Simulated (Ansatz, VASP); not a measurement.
# HfN: VASP beside Ansatz

One calculation is typed for both programs; each brings its own data sets. How far apart do they land? The cell is taken from a series of runs on this material, whose earlier steps may have relaxed, scaled, displaced or heated it; both programs get it as it stands.

Calculated with Ansatz 0.2.0; plane waves, with VASP 6.6.1 beside it; zone-centre phonons at PBEsol.

## (1) Set-up

It takes space group Fm-3m (No. 225, cubic). Conventional cell: a = 4.512 Å, b = 4.512 Å, c = 4.512 Å, α = 90.00°, β = 90.00°, γ = 90.00°. Nearest to Hf lie 6 N at 2.26 Å. Nearest to N lie 6 Hf at 2.26 Å. Farther neighbours and most contacts between anions are not listed.

Structure file:

```cif
data_structure
_symmetry_space_group_name_H-M 'P 1'
_symmetry_Int_Tables_number 1
_cell_length_a 3.1905
_cell_length_b 3.1905
_cell_length_c 3.1905
_cell_angle_alpha 60.000
_cell_angle_beta 60.000
_cell_angle_gamma 60.000
_cell_volume 22.96
loop_
_atom_site_label
_atom_site_type_symbol
_atom_site_fract_x
_atom_site_fract_y
_atom_site_fract_z
_atom_site_occupancy
Hf1 Hf 0.00000 0.00000 0.00000 1
N2 N 0.50000 0.50000 0.50000 1
```

## (2) VASP: zone-centre phonons, PBEsol

Second derivatives magnify differences that forces hide, and they need a tight electronic threshold.

Lines of VASP's logs that name or quote its potential files are left out, and so is its time.

The input, INCAR:

```
SYSTEM = HfN
PREC = Accurate
ENCUT = 600
EDIFF = 1E-08
NELM = 120
ISMEAR = 1
SIGMA = 0.2
LREAL = .FALSE.
ALGO = Normal
GGA = PS
NBANDS = 13
LASPH = .TRUE.
LORBIT = 11
LWAVE = .FALSE.
LCHARG = .FALSE.
ISIF = 2
IBRION = 8
GGA_COMPAT = .FALSE.
KPAR = 2
```

The input, POSCAR:

```
HfN
1.0
    0.0000000000      2.2560000000      2.2560000000
    2.2560000000      0.0000000000      2.2560000000
    2.2560000000      2.2560000000      0.0000000000
Hf N
1 1
Direct
    0.0000000000      0.0000000000      0.0000000000
    0.5000000000      0.5000000000      0.5000000000
```

The input, KPOINTS:

```
Automatic mesh
0
Gamma
20 20 20
0 0 0
```

PAW data sets: Hf_pv and N (PBE family, release 64).

On the command line:

```
mpirun -np 2 vasp_std
```

Numbers of over 12 decimals in the logs are rounded to 6 here.

Output:

```text
[banner, memory and clock lines left out]
running    2 mpi-ranks, on    1 nodes
 distrk:  each k-point on    1 cores,    2 groups
 distr:  one band on    1 cores,    1 groups

 POSCAR found type information on POSCAR HfN
 POSCAR found :  2 types and       2 ions
|                                                                             |
|               ----> ADVICE to this user running VASP <----                  |
|                                                                             |
|     You enforced a specific xc type in the INCAR file but a different       |
|     [... a line on the potential file left out ...]
|     I HOPE YOU KNOW WHAT YOU ARE DOING!                                     |
|                                                                             |

 LDA part: xc-table for (Slater+PW92), standard interpolation
 POSCAR, INCAR and KPOINTS ok, starting setup
 FFT: planning ... GRIDC
 FFT: planning ... GRID_SOFT
 FFT: planning ... GRID
 WAVECAR not read
 entering main loop
       N       E                     dE             d eps       ncg     rms          rms(c)
DAV:   1     0.422459819381E+02    0.42246E+02   -0.86143E+03  6656   0.122E+03
DAV:   2    -0.233031583544E+02   -0.65549E+02   -0.61325E+02  8710   0.267E+02
DAV:   3    -0.257069133828E+02   -0.24038E+01   -0.23862E+01  8115   0.432E+01
DAV:   4    -0.257191963422E+02   -0.12283E-01   -0.12276E-01  7382   0.344E+00
DAV:   5    -0.257192937632E+02   -0.97421E-04   -0.97420E-04  7948   0.265E-01    0.506E+01
DAV:   6    -0.230952804573E+02    0.26240E+01   -0.82962E+00  7967   0.232E+01    0.418E+01
DAV:   7    -0.230199449618E+02    0.75335E-01   -0.54231E-01  7299   0.645E+00    0.259E+01
DAV:   8    -0.229978693678E+02    0.22076E-01   -0.11787E-01  8001   0.308E+00    0.591E+00
DAV:   9    -0.229907408408E+02    0.71285E-02   -0.27812E-02  7814   0.132E+00    0.206E+00
DAV:  10    -0.229903645927E+02    0.37625E-03   -0.24991E-03  8058   0.457E-01    0.425E-01
DAV:  11    -0.229903051371E+02    0.59456E-04   -0.17877E-04  7773   0.136E-01    0.524E-02
DAV:  12    -0.229903047896E+02    0.34755E-06   -0.13127E-05  8258   0.317E-02    0.776E-03
DAV:  13    -0.229903045132E+02    0.27641E-06   -0.26304E-07  7904   0.525E-03    0.912E-03
DAV:  14    -0.229903044580E+02    0.55178E-07   -0.35718E-08  8070   0.172E-03    0.616E-03
DAV:  15    -0.229903044808E+02   -0.22813E-07   -0.13979E-08  4993   0.117E-03    0.554E-04
DAV:  16    -0.229903044834E+02   -0.25721E-08   -0.20098E-09  3428   0.516E-04
   1 F= -.22990304E+02 E0= -.22990061E+02  d E =-.729887E-03
 Linear response reoptimize wavefunctions to high precision
DAV:   1    -0.229903044820E+02    0.13702E-08   -0.12088E-10  3948   0.123E-04
DAV:   2    -0.229903044820E+02    0.23419E-10   -0.12360E-11  3373   0.391E-05
 Linear response DOF=           2
 Linear response progress:
  Degree of freedom:   1/  2
       N       E                     dE             d eps       ncg     rms          rms(c)
RMM:   1    -0.209153639053E+00   -0.20915E+00    0.34737E+00 19319   0.115E+01
RMM:   2    -0.206383153059E+00    0.27705E-02   -0.26663E-02 25498   0.123E+00    0.594E-01
RMM:   3    -0.205804895383E+00    0.57826E-03   -0.66489E-04 30802   0.139E-01    0.320E-01
RMM:   4    -0.205270891299E+00    0.53400E-03   -0.73304E-05 33488   0.599E-02    0.139E-01
RMM:   5    -0.204983359547E+00    0.28753E-03   -0.13456E-05 34969   0.268E-02    0.141E-02
RMM:   6    -0.204996032673E+00   -0.12673E-04   -0.24573E-06 33227   0.103E-02    0.101E-02
RMM:   7    -0.204995248105E+00    0.78457E-06    0.57614E-06 36243   0.223E-03    0.766E-03
RMM:   8    -0.204993776212E+00    0.14719E-05    0.24927E-06 36327   0.710E-04    0.129E-03
RMM:   9    -0.204993303343E+00    0.47287E-06   -0.37152E-07 37464   0.266E-04    0.171E-04
RMM:  10    -0.204993306392E+00   -0.30493E-08   -0.27402E-07 37717   0.929E-05    0.297E-05
RMM:  11    -0.204993308282E+00   -0.18896E-08   -0.13846E-07 37424   0.405E-05    0.645E-06
RMM:  12    -0.204993296461E+00    0.11820E-07   -0.86956E-08 34989   0.203E-05    0.608E-06
RMM:  13    -0.204993293574E+00    0.28879E-08   -0.52136E-08 27966   0.103E-05    0.173E-05
 first order change of Fermi-energy   0.12809E-03
 force on displaced ion       1 direction 1 : -11.834   0.000   0.000
 Linear response progress:
  Degree of freedom:   2/  2
       N       E                     dE             d eps       ncg     rms          rms(c)
RMM:   1    -0.232113530158E+00   -0.23211E+00    0.16069E-01 36620   0.296E+00
RMM:   2    -0.229619762805E+00    0.24938E-02   -0.35753E-03 26259   0.456E-01    0.598E-01
RMM:   3    -0.230502087588E+00   -0.88232E-03   -0.50330E-04 23845   0.143E-01    0.333E-01
RMM:   4    -0.231908541013E+00   -0.14065E-02   -0.38888E-04 23735   0.127E-01    0.456E-02
RMM:   5    -0.231861286929E+00    0.47254E-04   -0.13585E-05 28131   0.287E-02    0.178E-02
RMM:   6    -0.231826190301E+00    0.35097E-04   -0.74977E-07 27979   0.552E-03    0.120E-02
RMM:   7    -0.231816541638E+00    0.96487E-05   -0.81174E-08 28163   0.184E-03    0.549E-03
RMM:   8    -0.231816562868E+00   -0.21230E-07   -0.52036E-09 30044   0.456E-04    0.103E-03
RMM:   9    -0.231817576968E+00   -0.10141E-05   -0.67241E-10 29515   0.126E-04    0.116E-04
RMM:  10    -0.231817495185E+00    0.81782E-07    0.33581E-09 30711   0.234E-05    0.607E-05
RMM:  11    -0.231817439988E+00    0.55198E-07   -0.37734E-09 29751   0.615E-06    0.102E-05
RMM:  12    -0.231817443398E+00   -0.34106E-08   -0.41171E-09 24690   0.199E-06    0.541E-06
 first order change of Fermi-energy   0.69390E-04
 force on displaced ion       2 direction 1 : -11.832   0.000   0.000
 Linear response finished
```

From OUTCAR (step 2):

```text
ion  position               nearest neighbor table
   1  0.000  0.000  0.000-   2 2.26   2 2.26   2 2.26   2 2.26   2 2.26   2 2.26
   2  0.500  0.500  0.500-   1 2.26   1 2.26   1 2.26   1 2.26   1 2.26   1 2.26

  LATTYP: Found a face centered cubic cell.
 ALAT       =     4.5120000000

 Subroutine GETGRP returns: Found 48 space group operations
 (whereof 48 operations were pure point group operations)

The static configuration has the point symmetry O_h .

 Found    256 irreducible k-points:

   k-points           NKPTS =    256   k-points in BZ     NKDIM =    256   number of bands    NBANDS=     13

   dimension x,y,z NGX =    28 NGY =   28 NGZ =   28
   dimension x,y,z NGXF=    56 NGYF=   56 NGZF=   56

   ENCUT  =  600.0 eV  44.10 Ry    6.64 a.u.   6.37  6.37  6.37*2*pi/ulx,y,z

   NELECT =      15.0000    total number of electrons

 k-points in reciprocal lattice and weights: Automatic mesh
   0.00000000  0.00000000  0.00000000       0.000
   0.05000000  0.00000000  0.00000000       0.001
   0.10000000  0.00000000  0.00000000       0.001
   0.15000000  0.00000000  0.00000000       0.001
   0.20000000  0.00000000  0.00000000       0.001
   0.25000000  0.00000000  0.00000000       0.001
   0.30000000  0.00000000  0.00000000       0.001
   0.35000000  0.00000000  0.00000000       0.001
   0.40000000  0.00000000  0.00000000       0.001
[...]
-0.30000000  0.50000000  0.20000000       0.002
  -0.25000000  0.50000000  0.25000000       0.001

 average (electrostatic) potential at core
       1 -34.4119       2 -61.6462

  Total       -0.6063816     -0.6063816     -0.6063816      0.0000000      0.0000000      0.0000000
  in kB      -42.3067189    -42.3067189    -42.3067189      0.0000000      0.0000000      0.0000000
  external PRESSURE =     -42.3067189 kB  Pullay stress =       0.0000000 kB

  energy-cutoff  :      600.00
  volume of cell :       22.96
      direct lattice vectors                 reciprocal lattice vectors
     0.000000000  2.256000000  2.256000000    -0.221631206  0.221631206  0.221631206
     2.256000000  0.000000000  2.256000000     0.221631206 -0.221631206  0.221631206
     2.256000000  2.256000000  0.000000000     0.221631206  0.221631206 -0.221631206

 POSITION                                       TOTAL-FORCE (eV/Angst)
 -----------------------------------------------------------------------------------
      0.00000      0.00000      0.00000        -0.000000      0.000000     -0.000000
      2.25600      2.25600      2.25600         0.000000     -0.000000      0.000000
 -----------------------------------------------------------------------------------
    total drift:                                0.000000      0.000000      0.000000

 Eigenvectors and eigenvalues of the dynamical matrix
 ----------------------------------------------------

   1 f  =   14.924754 THz    93.774998 2PiTHz  497.836219 cm-1    61.723797 meV
             X         Y         Z           dx          dy          dz
      0.000000  0.000000  0.000000     0.140949   -0.229958   -0.000000
      2.256000  2.256000  2.256000    -0.503214    0.820992   -0.000000

   2 f  =   14.924754 THz    93.774998 2PiTHz  497.836219 cm-1    61.723797 meV
             X         Y         Z           dx          dy          dz
      0.000000  0.000000  0.000000     0.000000    0.000000   -0.269717
      2.256000  2.256000  2.256000     0.000000    0.000000    0.962940

   3 f  =   14.924754 THz    93.774998 2PiTHz  497.836219 cm-1    61.723797 meV
             X         Y         Z           dx          dy          dz
      0.000000  0.000000  0.000000     0.229958    0.140949    0.000000
      2.256000  2.256000  2.256000    -0.820992   -0.503214    0.000000

   4 f/i=    0.000333 THz     0.002093 2PiTHz    0.011113 cm-1     0.001378 meV
             X         Y         Z           dx          dy          dz
      0.000000  0.000000  0.000000    -0.009020    0.863653   -0.425764
      2.256000  2.256000  2.256000    -0.002526    0.241907   -0.119255

   5 f/i=    0.000333 THz     0.002093 2PiTHz    0.011113 cm-1     0.001378 meV
             X         Y         Z           dx          dy          dz
      0.000000  0.000000  0.000000     0.962826    0.002901   -0.014512
      2.256000  2.256000  2.256000     0.269686    0.000813   -0.004065

   6 f/i=    0.000333 THz     0.002093 2PiTHz    0.011113 cm-1     0.001378 meV
             X         Y         Z           dx          dy          dz
      0.000000  0.000000  0.000000    -0.011733   -0.425849   -0.863578
      2.256000  2.256000  2.256000    -0.003286   -0.119279   -0.241886

 ELASTIC MODULI CONTR FROM IONIC RELAXATION (kBar)
 Direction    XX          YY          ZZ          XY          YZ          ZX
 --------------------------------------------------------------------------------
 XX           0.0000      0.0000      0.0000      0.0000      0.0000      0.0000
 YY           0.0000      0.0000      0.0000      0.0000      0.0000      0.0000
 ZZ           0.0000      0.0000      0.0000      0.0000      0.0000      0.0000
 XY           0.0000      0.0000      0.0000      0.0000      0.0000      0.0000
 YZ           0.0000      0.0000      0.0000      0.0000      0.0000      0.0000
 ZX           0.0000      0.0000      0.0000      0.0000      0.0000      0.0000
 --------------------------------------------------------------------------------
```

## (3) Ansatz: zone-centre phonons, PBEsol

Ansatz runs on its default PAW (the set named soft_2) files.

The same cell, functional, mesh and smearing now go to Ansatz, which takes its cutoff from its data sets.

The input, input.yaml:

```yaml
crystal:
  lattice:
    - [0.0, 2.256, 2.256]
    - [2.256, 0.0, 2.256]
    - [2.256, 2.256, 0.0]
  atoms:
    - { symbol: Hf, position: [0.0, 0.0, 0.0] }
    - { symbol: "N", position: [0.5, 0.5, 0.5] }
kpoints:
  mp_grid: { grid: [20, 20, 20] }
hamiltonian:
  xc: pbesol
scf:
  occupations: { method: methfessel_paxton, width: 0.2 }
output:
  eigenvalues: true
phonons:
  method: dfpt
```

On the command line:

```
ansatz run input.yaml --threads 4 --pin off --max-ram 7168MiB --backend cpu --events-out ev --progress --plain --runs-dir out
```

Output:

```text
Engine: ansatz 0.2.0, x86_64-unknown-linux-gnu
Pseudopotentials: kind: paw
Pseudopotential: Hf, paw, valence charge 26, recommended cutoff 420 eV (normal), Hf.paw.azcp
Pseudopotential: N, paw, valence charge 5, recommended cutoff 420 eV (normal), N.paw.azcp
Functional definition: PBEsol
  exchange = pbesol_x
  correlation = pbesol_c
Crystal: 2 atoms, lattice volume = 22.964 Å³
Basis set: ecut = 420 eV, 459 PW (Γ), exchange–correlation on 48×48×48 points (8 copies of the dense FFT grid, shifted against one another)
Bands: 20, of which v1, the nominal top of the filled ones, is band 16 counted from 1 (15 counted from 0)
Symmetry: 48 space group operations
k-points: 641 of 8000 (irreducible under 8 space group operations, time reversal used)
Non-local potential: Hf, projectors of the file, l = 0: 3, l = 1: 2, l = 2: 2, l = 3: 3
Non-local potential: N, projectors of the file, l = 0: 2, l = 1: 2, l = 2: 1
PAW form: soft (Blöchl's): semilocal exchange-correlation on the pseudo side does not see the compensation charge
PAW frozen core: Hf, regenerated for the run's functional, and the local potential with it (the file was generated under x = pbe(κ = 0.804, μ = 0.219515), c = pbe(β = 0.066725))
PAW frozen core: N, regenerated for the run's functional, and the local potential with it (the file was generated under x = pbe(κ = 0.804, μ = 0.219515), c = pbe(β = 0.066725))
PAW one-centre angular grid: Hf, 590 points (default); XC on 64 Gauss nodes
PAW one-centre angular grid: N, 110 points (default); XC on 64 Gauss nodes
Initial density: superposition of atomic densities (neutral atoms: chi_scale 0, normalization atom), corrected by the library's trained network
Initial wavefunctions: pseudopotential atomic-orbital guess
Functional: x = pbesol(κ = 0.804, μ = 0.123457), c = pbesol(β = 0.046)
SCF iter   1: F=—  HF=-15980.251021 eV  |F-HF|=—  |Δ(HF+E_count)|=         —  Δρ=8.56e-3  dr2=1.49e-2  ethr=1.77e-3  ⟨swp⟩=4.7  Hψ=50514  notcnv=0
preconditioner: auto → Kerker (q_TF=auto, 2.868 Å⁻¹)  [metal: Δε(μ)=0.008 eV  Ē_g=18.978 eV  σ=0.200 eV  W_gap=0.03  n_scr=14 (ndim 8)  ℏωp=41.7 eV  f_vac=0.000  D(μ)=0.67/eV (n_scr^D=0)]
SCF iter   2: F=—  HF=-15980.246985 eV  |F-HF|=—  |Δ(HF+E_count)|=   4.04e-3  S|Δr|=    0.00e0  Δρ=2.37e-3  dr2=9.54e-4  ethr=4.80e-5  ⟨swp⟩=1.8  Hψ=19072  notcnv=0
SCF iter   3: F=—  HF=-15980.246772 eV  |F-HF|=—  |Δ(HF+E_count)|=   2.13e-4  S|Δr|=    0.00e0  Δρ=8.67e-4  dr2=1.12e-4  ethr=3.08e-6  ⟨swp⟩=2.0  Hψ=14865  notcnv=0
SCF iter   4: F=—  HF=-15980.246760 eV  |F-HF|=—  |Δ(HF+E_count)|=   1.19e-5  S|Δr|=    0.00e0  Δρ=3.12e-4  dr2=1.49e-5  ethr=3.62e-7  ⟨swp⟩=2.0  Hψ=22674  notcnv=0
SCF iter   5: F=—  HF=-15980.246737 eV  |F-HF|=—  |Δ(HF+E_count)|=   2.31e-5  S|Δr|=    0.00e0  Δρ=8.92e-5  dr2=1.23e-6  ethr=4.81e-8  ⟨swp⟩=2.2  Hψ=22838  notcnv=0
SCF iter   6: F=—  HF=-15980.246738 eV  |F-HF|=—  |Δ(HF+E_count)|=   8.09e-7  S|Δr|=    0.00e0  Δρ=2.17e-5  dr2=7.42e-8  ethr=3.96e-9  ⟨swp⟩=2.1  Hψ=22026  notcnv=0
SCF iter   7: F=—  HF=-15980.246738 eV  |F-HF|=—  |Δ(HF+E_count)|=   7.88e-8  S|Δr|=    0.00e0  Δρ=5.00e-6  dr2=4.19e-9  ethr=2.39e-10  ⟨swp⟩=2.9  Hψ=24082  notcnv=0
SCF iter   8: F=—  HF=-15980.246738 eV  |F-HF|=—  |Δ(HF+E_count)|=   1.07e-9  S|Δr|=    0.00e0  Δρ=1.80e-6  dr2=5.06e-10  ethr=1.35e-11  ⟨swp⟩=2.0  Hψ=22689  notcnv=0
SCF iter   9: F=-15980.246738 eV  HF=-15980.246738 eV  |F-HF|=1.82e-12  |Δ(HF+E_count)|=  4.93e-10  S|Δr|=    0.00e0  Δρ=2.45e-7  dr2=6.93e-12  ethr=1.00e-12  ⟨swp⟩=5.3  Hψ=75723  notcnv=0
SCF 1 converged in 9 iterations: F = -15980.246738 eV  dr2 = 6.93e-12
  greatest PAW one-centre occupation: 0.998 electrons in one spin orbital (limit 2), on the Hf atom at site 0 (counted from 0), in its partial waves of l = 3
DFPT response loops at Γ: preconditioner auto → Kerker (q_TF=auto, 2.868 Å⁻¹) (partly filled bands, converged f_vac=0.000); β = 1.00, the filter's whole step (`scf.mixing.beta` (0.50) is not read by the response loops under this deck's `scf.mixing.preconditioner`; to damp them name `kerker` or `kerker_dos`, under which they read `scf.mixing.beta`, and type it under 1.00, their step now; both keys bind the ground state too); Broyden in place of MSR1
SCF converged after 9 iterations
Stability not checked: this state was not tested for a lower state beside it, because cold or Methfessel-Paxton smearing, or corrected tetrahedra, fill the levels in a way that the test cannot read (fill_not_monotonic; see scf.lower_state_search)
Free energy (F): -15980.246738 eV
Harris-Foulkes:  -15980.246738 eV  (|F-HF|=1.82e-12)
Internal energy: -15980.246088 eV  (E = F + TS)
E sigma→0 (E₀):  -15980.246575 eV
Entropy (-TS):   -0.000650 eV (-0.325 meV/atom)
Fermi energy:    23.826696 eV
Step filling:    the computed levels leave a gap of 0.0000 eV = 0.0 smearing widths at the electron count; against every level under it full and every level over it empty, smearing changes F+E_penalty+E_count by -0.597 meV and its σ→0 estimate by -0.434 meV
--- Per-component energies (eV) ---
  E_band       = 181.362938
  E_kinetic    = 556.843623
  E_local      = -4713.529948  (includes V_loc(G=0)·N_el)
  E_nonlocal   = -1192.674103
  E_hartree    = 2236.960153
  E_xc         = -358.876068
  E_vxc        = -344.347897  (∫ρ·V_xc dr)
  E_paw        = -6929.558450  (= ΣΔE_a)
  E_vpaw       = 1401.150842  (= ΣTr[D̂ρ^β])
  E_aug_tail   = 0.000092  (compensation charges beyond the density's cutoff)
  E_ewald      = -5580.690577
  E_core_change = 1.279190  (= ΣΔE_core)
  E_smearing   = -0.000650  (= −TS)
  E_closure    = -0.000000  (closes the sum)
  Σ components = -15980.246738   (vs F -15980.246738, Δ=0.00e0)
--- Band table (eV; the first three rows and the last of 641) ---
  k-point 0: bands = [... 12 lower, 20.8941, 20.8941, 20.8941, 23.4042, 23.4042, 23.4042, 25.6092, 25.7329]
  k-point 1: bands = [... 12 lower, 20.6161, 20.7295, 20.7295, 23.4918, 23.4954, 23.4954, 25.7998, 25.9365]
  k-point 2: bands = [... 12 lower, 19.9492, 20.3210, 20.3210, 23.6566, 23.7394, 23.7394, 26.3119, 26.4871]
  k-point 640: bands = [... 12 lower, 17.6515, 18.3135, 18.3135, 24.9352, 24.9352, 29.3712, 29.3767, 29.9626]
--- Phonons (Γ-DFPT): 2 representative perturbations + reference, on 641 of 8000 k-points (Σ response iterations 6) ---
  k mesh reduced under 8 symmetry operations, with k and −k counted as one. Each operation leaves every solved perturbation unchanged. A smaller set is not used because it would not reduce the number of displacements times k-points to solve
  ASR residual: 4.101e-5 → 0.000e0 eV/Å²; symmetrization residual: 2.241e-6 eV/Å²
  ASR residual per site (eV/Å²): 4.10e-5 3.50e-5
  Γ frequencies (cm⁻¹): 0.00 0.00 0.00 496.27 496.27 496.27
  non-analytic LO–TO correction: not included (Born effective charges unavailable; polar crystals: no LO–TO splitting at Γ)
```

The column dr2 measures how far the density is from self-consistency, as an energy; F and HF (Harris–Foulkes) agree once it is small.

## (4) Comparison

Known differences besides the potentials themselves: the data sets hold 31 valence electrons in Ansatz (on its default PAW (the set named soft_2) files) and 15 in VASP; the cutoff is 420 eV in Ansatz and 600 eV in VASP; Ansatz makes its cores anew for this functional, VASP keeps those of its PBE data sets. Total energies have different zeros and are not compared.

Compared:

```csv
quantity,Ansatz,VASP,difference
optical mode 1 to 3 (cm⁻¹),496.3,497.8,-0.31 %
```

Modes are paired by rising frequency, not by their patterns, so a pair may set unlike modes beside each other; they are those without the splitting of longitudinal modes.

## (5) Summary of results

| Quantity | Value |
| --- | --- |
| r.m.s. difference of the optical zone-centre modes, each program's sorted by frequency (zone-centre phonons, PBEsol) | 1.6 cm⁻¹ |

The r.m.s. difference of the optical zone-centre modes, each program's sorted by frequency is 1.6 cm⁻¹ (zone-centre phonons, PBEsol). The data sets hold unlike numbers of valence electrons (31 in Ansatz and 15 in VASP), so part of the differences comes from the potentials. How closely two codes agree says nothing of how well the functional describes the real material.

[Lines on the potential files, build, host, timing and source positions are cut from VASP's logs without a mark.]

[Logs are printed without paths, hosts, clocks, repeated set-up lines and the standing remarks that a program may print on its own settings, such as how far it seeks lower states.]

[Hosts, paths, dates, database ids (printed as entryN), source tags and the programs' standing remarks are cut or masked in the printed files.]
